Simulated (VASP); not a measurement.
All values below come from LDA (Ceperley-Alder, Perdew-Zunger), VASP's LDA PAW potentials (set 64) (plane waves; VASP).

Input for VASP

INCAR:
```
SYSTEM  =  MoSi2
PREC  =  Accurate; ENCUT  =  500; LREAL  =  .FALSE.
LASPH  =  .TRUE.
EDIFF  =  1E-6; NELM  =  100; ALGO  =  Normal
LMAXMIX  =  4
ISMEAR  =  1; SIGMA  =  0.1
IBRION  =  2; NSW  =  40; ISIF  =  3
EDIFFG  =  -0.02
LWAVE  =  .FALSE.; LCHARG  =  .FALSE.
```

**KPOINTS**
```
Automatic mesh
0
Gamma
13 13 13
0 0 0
```

**POSCAR**
```
MoSi2
1
   -1.5885405732     1.5885405732     3.8928214418
    1.5885405732    -1.5885405732     3.8928214418
    1.5885405732     1.5885405732    -3.8928214418
Si Mo
2 1
Direct
  0.6648166631   0.6648166631   0.0000000000
  0.3351833369   0.3351833369   0.0000000000
  0.0000000000   0.0000000000   0.0000000000
```

POTCAR, in this order: Si Mo_sv (LDA.64 set). Program: vasp_std.

**Question.** What does the run give for the energy per atom (σ→0), band gap (on the k-mesh)?

**Answer.** 
```json
{
  "energy per atom (σ→0)": "-8.606 eV/atom",
  "band gap (on the k-mesh)": "none (metal, semimetal or under 0.01 eV)"
}
```

File OSZICAR:
```
...
DAV:   7    -0.258588036512E+02    0.12136E+00   -0.95438E-01  6825   0.696E+00    0.484E+00
DAV:   8    -0.258197354936E+02    0.39068E-01   -0.11772E-01  7196   0.293E+00    0.384E-01
DAV:   9    -0.258188854192E+02    0.85007E-03   -0.19331E-03  7077   0.413E-01    0.211E-01
DAV:  10    -0.258187779621E+02    0.10746E-03   -0.53821E-04  7308   0.226E-01    0.553E-02
DAV:  11    -0.258187695129E+02    0.84492E-05   -0.13225E-04  7294   0.965E-02    0.212E-02
DAV:  12    -0.258187671008E+02    0.24121E-05   -0.15503E-05  6944   0.290E-02    0.560E-03
DAV:  13    -0.258187670586E+02    0.42246E-07   -0.40992E-07  3430   0.631E-03
   1 F= -.25818767E+02 E0= -.25818727E+02  d E =-.258188E+02
```

The compound is MoSi2 in the MoSi2 type structure. It was relaxed first.
